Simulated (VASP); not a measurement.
VASP runs on OsSe (space group Pm-3m) share one base input (PBE GGA, plane waves, VASP's PBE PAW potentials (set 64)) and change the settings named in each case.

**KPOINTS**
```
Automatic mesh
0
Gamma
11 11 11
0 0 0
```

### POSCAR
```
OsSe
3.0353410
  1.0000000000   0.0000000000   0.0000000000
  0.0000000000   1.0000000000   0.0000000000
  0.0000000000   0.0000000000   1.0000000000
Os Se
1 1
direct
  0.0000000000   0.0000000000   0.0000000000
  0.5000000000   0.5000000000   0.5000000000
```

### INCAR
```
ALGO=Normal
EDIFF=1E-6
ENCUT=300
GGA=PE
ISIF=2
ISMEAR=-1
LASPH=T
LCHARG=F
LMAXMIX=6
LREAL=F
LWAVE=F
NELM=100
PREC=Accurate
SIGMA=0.1
SYSTEM=OsSe
```

POTCAR, in this order: Os Se (PBE.64 set). Program: vasp_std.

```
change                                                                                                              E(σ→0) (eV/atom)  pressure (GPa)  −TS (eV)
------------------------------------------------------------------------------------------------------------------  ----------------  --------------  --------
base run                                                                                                                     -6.4321           27.15   -0.0376
GGA = PS                                                                                                                     -7.2513           18.53   -0.0374
GGA_COMPAT = .FALSE., LNONCOLLINEAR = .TRUE., LSORBIT = .TRUE., MAGMOM = 0.0 0.0 0.0 0.0 0.0 0.0, program vasp_ncl           -6.5958           27.58   -0.0389
KPOINTS 4×4×4 Γ-centred mesh                                                                                                 -6.5069           25.28   -0.0151
```
 Energies of different potentials or functionals have different zeros.  Unless said otherwise, spin-orbit coupling is left out, though it shifts the bands of the heavy elements here. At 300 eV the pressure can carry a Pulay error.

Left out are runs that ran out of time, are held back, or changed the cell or the kind of run, fixed moments of cells without a moment, rows past the twelfth, gaps on odd meshes, pressures of charged cells and columns that move by less than the noise.

The structure was generated: OsSe was put into an ordered model structure, which need not be its known phase. The cell was not relaxed at this level.
